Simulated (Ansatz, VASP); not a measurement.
# Ir (Ir wire along [100], 21 atoms a period): VASP beside Ansatz

Aim: how closely do two programs agree when they are given the same cell, functional and k mesh? Of the first pair: The structure shown is the start of the Ansatz relaxation below; VASP solves that cell, so the two are compared at the walk's first step.

Calculated with Ansatz 0.2.0; plane waves, with VASP 6.6.1 beside it; single point at PBE.

**1. Starting point**

The cell holds 21 atoms: 21 Ir. Its edges and angles: a = 14.540 Å, b = 14.540 Å, c = 3.870 Å, α = 90.0°, β = 90.0°, γ = 90.0°. Vacuum lies along a and b. The structure's axis is c.

**2. Ansatz: relaxation, PBE**

Ansatz runs on its PAW soft_1 files.

The two programs are compared at the cell with which this relaxation starts, whose forces are those of its first step.

Contents of input.yaml:

```yaml
crystal:
  lattice:
    - [14.54, 0.0, 0.0]
    - [0.0, 14.54, 0.0]
    - [0.0, 0.0, 3.87]
  atoms:
    - { symbol: Ir, position: [0.233837689, 0.5, 0.0] }
    - { symbol: Ir, position: [0.366918845, 0.366918845, 0.0] }
    - { symbol: Ir, position: [0.366918845, 0.633081155, 0.0] }
    - { symbol: Ir, position: [0.5, 0.233837689, 0.0] }
    - { symbol: Ir, position: [0.5, 0.5, 0.0] }
    - { symbol: Ir, position: [0.5, 0.766162311, 0.0] }
    - { symbol: Ir, position: [0.633081155, 0.366918845, 0.0] }
    - { symbol: Ir, position: [0.633081155, 0.633081155, 0.0] }
    - { symbol: Ir, position: [0.766162311, 0.5, 0.0] }
    - { symbol: Ir, position: [0.233837689, 0.366918845, 0.5] }
    - { symbol: Ir, position: [0.233837689, 0.633081155, 0.5] }
    - { symbol: Ir, position: [0.366918845, 0.233837689, 0.5] }
    - { symbol: Ir, position: [0.366918845, 0.5, 0.5] }
    - { symbol: Ir, position: [0.366918845, 0.766162311, 0.5] }
    - { symbol: Ir, position: [0.5, 0.366918845, 0.5] }
    - { symbol: Ir, position: [0.5, 0.633081155, 0.5] }
    - { symbol: Ir, position: [0.633081155, 0.233837689, 0.5] }
    - { symbol: Ir, position: [0.633081155, 0.5, 0.5] }
    - { symbol: Ir, position: [0.633081155, 0.766162311, 0.5] }
    - { symbol: Ir, position: [0.766162311, 0.366918845, 0.5] }
    - { symbol: Ir, position: [0.766162311, 0.633081155, 0.5] }
kpoints:
  mp_grid: { grid: [1, 1, 21] }
scf:
  occupations: { method: fermi_dirac, width: 0.05 }
hamiltonian:
  xc: pbe
  pseudopotentials: { kind: paw, azcp: { folder: soft_1 } }
relax:
  cell: { fix: [a, b, alpha, beta, gamma] }
  max_steps: 45
  f_tol: 0.03
```

Command:

```console
ansatz run input.yaml --threads 4 --pin off --max-ram 16384MiB --backend cpu --events-out ev --progress --plain --runs-dir out
```

Numbers of over 12 decimals in the logs are rounded to 6 here.

Output:

```text
Engine: ansatz 0.2.0, aarch64-unknown-linux-gnu
Pseudopotentials: kind: paw
Pseudopotential: Ir, paw, valence charge 17, recommended cutoff 420 eV (normal), soft_1/Ir.paw.azcp
Functional definition: PBE
  parameter kappa = 0.804
  parameter beta = 0.066725
  exchange = pbe_x(kappa = kappa, mu = beta*pi^2/3)
  correlation = pbe_c(beta = beta)
Crystal: 21 atoms, lattice volume = 818.163 Å³
Basis set: ecut = 420 eV, 16025 PW (Γ), exchange–correlation on 200×200×54 points (8 copies of the dense FFT grid, shifted against one another)
Bands: 215, of which v1, the nominal top of the filled ones, is band 179 counted from 1 (178 counted from 0)
Symmetry: 16 space group operations
Space group: P4/mmm (ITA 123), of the structure as read, at distance tolerance 9.4e-5 Å
k-points: 11 of 21
Non-local potential: Ir, projectors of the file, l = 0: 3, l = 1: 2, l = 2: 2, l = 3: 1
PAW form: soft (Blöchl's): semilocal exchange-correlation on the pseudo side does not see the compensation charge
PAW one-centre angular grid: Ir, 590 points (default); XC on 64 Gauss nodes
Initial density: superposition of atomic densities (neutral atoms: chi_scale 0, normalization atom)
Initial wavefunctions: pseudopotential atomic-orbital guess
Functional: x = pbe(κ = 0.804, μ = 0.219515), c = pbe(β = 0.066725)
SCF iter   1: F=—  HF=-250652.168647 eV  |F-HF|=—  |Δ(HF+E_count)|=         —  Δρ=3.09e-2  dr2=1.82e1  ethr=3.10e-3  ⟨swp⟩=8.0  Hψ=9679  notcnv=0  defer=40
preconditioner: auto → LDOS  [metal: Δε(μ)=0.012 eV  Ē_g=5.351 eV  σ=0.050 eV  W_gap=0.06  n_scr=194 (ndim 8)  ℏωp=17.8 eV  f_vac=0.492  D(μ)=31.18/eV (n_scr^D=250)  β→1.0]
SCF iter   2: F=—  HF=-250652.406925 eV  |F-HF|=—  |Δ(HF+E_count)|=   2.38e-1  Δρ=3.22e-2  dr2=1.92e1  ethr=3.10e-3  ⟨swp⟩=3.0  Hψ=5975  notcnv=0  defer=103
SCF iter   3: F=—  HF=-250647.987334 eV  |F-HF|=—  |Δ(HF+E_count)|=    4.42e0  Δρ=4.35e-3  dr2=2.06e-1  ethr=3.10e-3  ⟨swp⟩=2.7  Hψ=4191  notcnv=0  defer=100
SCF iter   4: F=—  HF=-250647.967535 eV  |F-HF|=—  |Δ(HF+E_count)|=   1.98e-2  Δρ=2.43e-3  dr2=8.26e-2  ethr=5.77e-5  ⟨swp⟩=2.9  Hψ=5678  notcnv=0  defer=100
SCF iter   5: F=—  HF=-250647.953113 eV  |F-HF|=—  |Δ(HF+E_count)|=   1.44e-2  Δρ=8.28e-4  dr2=9.74e-3  ethr=2.31e-5  ⟨swp⟩=2.1  Hψ=4291  notcnv=0  defer=100
SCF iter   6: F=—  HF=-250647.953544 eV  |F-HF|=—  |Δ(HF+E_count)|=   4.31e-4  Δρ=2.65e-4  dr2=1.17e-3  ethr=2.73e-6  ⟨swp⟩=3.0  Hψ=3654  notcnv=0  defer=100
SCF iter   7: F=—  HF=-250647.953633 eV  |F-HF|=—  |Δ(HF+E_count)|=   8.83e-5  Δρ=7.62e-5  dr2=1.21e-4  ethr=3.27e-7  ⟨swp⟩=2.0  Hψ=3261  notcnv=0  defer=100
SCF iter   8: F=—  HF=-250647.953627 eV  |F-HF|=—  |Δ(HF+E_count)|=   5.52e-6  Δρ=2.27e-5  dr2=6.04e-6  ethr=3.40e-8  ⟨swp⟩=2.2  Hψ=3354  notcnv=0  defer=100
SCF iter   9: F=—  HF=-250647.950813 eV  |F-HF|=—  |Δ(HF+E_count)|=   2.81e-3  Δρ=6.92e-6  dr2=7.42e-7  ethr=1.69e-9  ⟨swp⟩=3.3  Hψ=4380  notcnv=0  defer=100
SCF iter  10: F=-250647.950813 eV  HF=-250647.950813 eV  |F-HF|=9.92e-9  |Δ(HF+E_count)|=   2.78e-7  Δρ=2.74e-6  dr2=8.07e-8  ethr=2.80e-11  ⟨swp⟩=5.0  Hψ=8440  notcnv=0
SCF 1 converged in 10 iterations: F = -250647.950813 eV  dr2 = 8.07e-8
  greatest PAW one-centre occupation: 1.000 electrons in one spin orbital (limit 2), on the Ir atom at site 15 (counted from 0), in its partial waves of l = 0
relax step   1: F+E_penalty+E_count = -250647.95081303 eV  Δ(F+E_penalty+E_count) = +0.000e0 eV  max|allowed force component| = 1.862e0 eV/Å  Δτ_max = 0.0000 Å  P = -7.293 GPa  Ω = 818.163 Å³  fix = [a, b, alpha, beta, gamma]  reactions: a -6.860, b -6.860 GPa  (10 SCF iters, dr2 threshold 1.00e-7 eV, accepted)
[...]
relax step   6: F+E_penalty+E_count = -250650.44608769 eV  Δ(F+E_penalty+E_count) = -2.362e-3 eV  max|allowed force component| = 2.710e-2 eV/Å  Δτ_max = 0.0061 Å  P = +0.015 GPa  Ω = 796.003 Å³  energy of the carried Pulay correction = +3.928e-3 eV  fix = [a, b, alpha, beta, gamma]  reactions: a -0.006, b -0.006 GPa  (5 SCF iters, dr2 threshold 2.45e-7 eV, accepted)
[...]
relax step   7: F+E_penalty+E_count = -250650.44648652 eV  Δ(F+E_penalty+E_count) = -3.988e-4 eV  max|allowed force component| = 2.032e-3 eV/Å  Δτ_max = 0.0028 Å  P = -0.012 GPa  Ω = 796.327 Å³  energy of the carried Pulay correction = +3.869e-3 eV  fix = [a, b, alpha, beta, gamma]  reactions: a -0.023, b -0.023 GPa  (7 SCF iters, dr2 threshold 8.00e-9 eV, accepted)
[...]
relax step   8: F+E_penalty+E_count = -250650.44163968 eV  Δ(F+E_penalty+E_count) = +4.847e-3 eV  max|allowed force component| = 2.355e-3 eV/Å  Δτ_max = 0.0000 Å  P = -0.006 GPa  Ω = 796.327 Å³  fix = [a, b, alpha, beta, gamma]  reactions: a -0.018, b -0.018 GPa  stress off target by 1.87e-2 GPa on what of the cell is left free  SCF on the basis re-selected at this cell (its energy is not comparable with the rows above)  (6 SCF iters)
basis re-selected at this cell: Δ(F+E_penalty+E_count) = +4.847e-3 eV, ΔP = +0.006 GPa vs the last step (what re-selecting the basis moved, of the pressure what is left beyond the Pulay correction that the steps carried, after the strain that the cell walked since its last selection, with what the two solves' SCF thresholds leave and, on support functions, any second-order correction that the steps lacked; it is no m [...]
SCF converged after 6 iterations
Free energy (F): -250650.441640 eV
Harris-Foulkes:  -250650.441640 eV  (|F-HF|=1.16e-10)
Internal energy: -250650.302802 eV  (E = F + TS)
E sigma→0 (E₀):  -250650.372221 eV
Entropy (-TS):   -0.138838 eV (-6.611 meV/atom)
Fermi energy:    6.407372 eV
--- Per-component energies (eV) ---
  E_band       = -8450.361314
  E_kinetic    = 11326.146088
  E_local      = -225608.596170  (includes V_loc(G=0)·N_el)
  E_nonlocal   = 4003.250356
  E_hartree    = 106542.588508
  E_xc         = -4810.240416
  E_vxc        = -5355.416076  (∫ρ·V_xc dr)
  E_paw        = -194574.146931  (= ΣΔE_a)
  E_vpaw       = -5900.925538  (= ΣTr[D̂ρ^β])
  E_aug_tail   = 0.007450  (compensation charges beyond the density's cutoff)
  E_ewald      = 52470.688313
  E_smearing   = -0.138838  (= −TS)
  E_closure    = 0.000000  (closes the sum)
  Σ components = -250650.441640   (vs F -250650.441640, Δ=0.00e0)
--- Forces (eV/Å), atoms counted from 1 ---
  atom   1  Ir    -0.00235478     0.00000000     0.00000000
  atom   2  Ir     0.00093445     0.00093445     0.00000000
  atom   3  Ir     0.00093445    -0.00093445     0.00000000
  atom   4  Ir     0.00000000    -0.00235478     0.00000000
  atom   5  Ir    -0.00000000    -0.00000000     0.00000000
  atom   6  Ir     0.00000000     0.00235478     0.00000000
  atom   7  Ir    -0.00093445     0.00093445     0.00000000
  atom   8  Ir    -0.00093445    -0.00093445     0.00000000
  atom   9  Ir     0.00235478     0.00000000     0.00000000
  atom  10  Ir     0.00149869     0.00140516     0.00000000
  atom  11  Ir     0.00149869    -0.00140516     0.00000000
  atom  12  Ir     0.00140516     0.00149869     0.00000000
  atom  13  Ir     0.00155800     0.00000000     0.00000000
  atom  14  Ir     0.00140516    -0.00149869     0.00000000
  atom  15  Ir    -0.00000000     0.00155800     0.00000000
  atom  16  Ir    -0.00000000    -0.00155800     0.00000000
  atom  17  Ir    -0.00140516     0.00149869     0.00000000
  atom  18  Ir    -0.00155800     0.00000000     0.00000000
  atom  19  Ir    -0.00140516    -0.00149869     0.00000000
  atom  20  Ir    -0.00149869     0.00140516     0.00000000
  atom  21  Ir    -0.00149869    -0.00140516     0.00000000
  max |Σ_I F_I| component: 4.34e-19 eV/Å
--- Stress (GPa, compression-positive) ---
       -0.017740       0.000000       0.000000
        0.000000      -0.017740       0.000000
        0.000000       0.000000       0.018726
  P = ⅓ Tr σ = -0.0056 GPa (-0.056 kbar)
--- Relaxed structure (7 steps of the walk, 6 accepted, 1 SCFs on fresh bases) ---
  F+E_penalty+E_count = -250650.44163968 eV   max|allowed force component| = 2.355e-3 eV/Å   (the final SCF, on the basis selected at the relaxed cell)
  cell:  # Å, volume = 796.3268 Å³
    - [14.54, 0.0, 0.0]
    - [0.0, 14.54, 0.0]
    - [0.0, 0.0, 3.766713]
  atoms:
    - { symbol: Ir, position: [0.240385, 0.5, 0.0] }
    - { symbol: Ir, position: [0.360720, 0.360720, 0.0] }
    - { symbol: Ir, position: [0.360720, 0.639280, 0.0] }
    - { symbol: Ir, position: [0.5, 0.240385, 0.0] }
    - { symbol: Ir, position: [0.5, 0.5, 0.0] }
    - { symbol: Ir, position: [0.5, 0.759615, 0.0] }
    - { symbol: Ir, position: [0.639280, 0.360720, 0.0] }
    - { symbol: Ir, position: [0.639280, 0.639280, 0.0] }
    - { symbol: Ir, position: [0.759615, 0.5, 0.0] }
    - { symbol: Ir, position: [0.241006, 0.371910, 0.5] }
    - { symbol: Ir, position: [0.241006, 0.628090, 0.5] }
    - { symbol: Ir, position: [0.371910, 0.241006, 0.5] }
    - { symbol: Ir, position: [0.369970, 0.5, 0.5] }
    - { symbol: Ir, position: [0.371910, 0.758994, 0.5] }
    - { symbol: Ir, position: [0.5, 0.369970, 0.5] }
    - { symbol: Ir, position: [0.5, 0.630030, 0.5] }
    - { symbol: Ir, position: [0.628090, 0.241006, 0.5] }
    - { symbol: Ir, position: [0.630030, 0.5, 0.5] }
    - { symbol: Ir, position: [0.628090, 0.758994, 0.5] }
    - { symbol: Ir, position: [0.758994, 0.371910, 0.5] }
    - { symbol: Ir, position: [0.758994, 0.628090, 0.5] }
```

Reading the cycles: dr2 is the Hartree energy of the density residual (eV), the measure of convergence; HF is the Harris–Foulkes estimate of the energy, which meets the free energy F at convergence.

(Continued in part 2 of 3.)

[Lines on the potential files, build, host, timing and source positions are cut from VASP's logs without a mark.]

[Logs are printed without paths, hosts, clocks, repeated set-up lines and the standing remarks that a program may print on its own settings, such as how far it seeks lower states.]

[Hosts, paths, dates, database ids (printed as entryN), source tags and the programs' standing remarks are cut or masked in the printed files.]
